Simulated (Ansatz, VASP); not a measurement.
# Ta4O: VASP beside Ansatz

```
Ta O
1.0
     4.39592    0.00000    0.00000
     0.00000    4.39592    0.00000
     0.00000    0.00000    4.39592
Ta O
4 1
Direct
  0.26377 0.73623 0.73623
  0.73623 0.26377 0.73623
  0.73623 0.73623 0.26377
  0.26377 0.26377 0.26377
  0.00000 0.00000 0.00000
```

Change from the starting cell: species swapped into the SnI4 type (P-43m, No. 215).

Alike in both runs: functional PBE; k mesh 4 × 4 × 4; occupations gaussian, width 0.1 eV; no spin polarisation.

Ansatz relaxed the structure, and its values are those at the end. VASP's run is a single point on that final structure, the one shown.

|  | VASP | Ansatz |
| --- | --- | --- |
| version | VASP 6.6.1 | Ansatz 0.2.0 |
| potentials or method | VASP PAW PBE potentials, release 64 (Ta_pv, O) | scalar-relativistic, plane waves, PAW |
| plane-wave cutoff (eV) | 520 | 420 |
| valence electrons in the cell | 50 | 58 |

|  | VASP | Ansatz | Ansatz less VASP |
| --- | --- | --- | --- |
| gap on the k mesh at the Fermi level (eV) | none | none | - |
| pressure (GPa) | 0.1 | -0.1 | -0.22 |
| rms of the force components (eV/Å) | 0.030 | 0.002 | -0.0280 |

A gap of «none» marks a metal or a gap that the smearing closes. The functional is the same, so the differences come from potentials, cutoffs and numerics. The two sets of potentials don't hold the same shells in valence.

Spin-orbit coupling is left out, which matters for the levels of Ta.
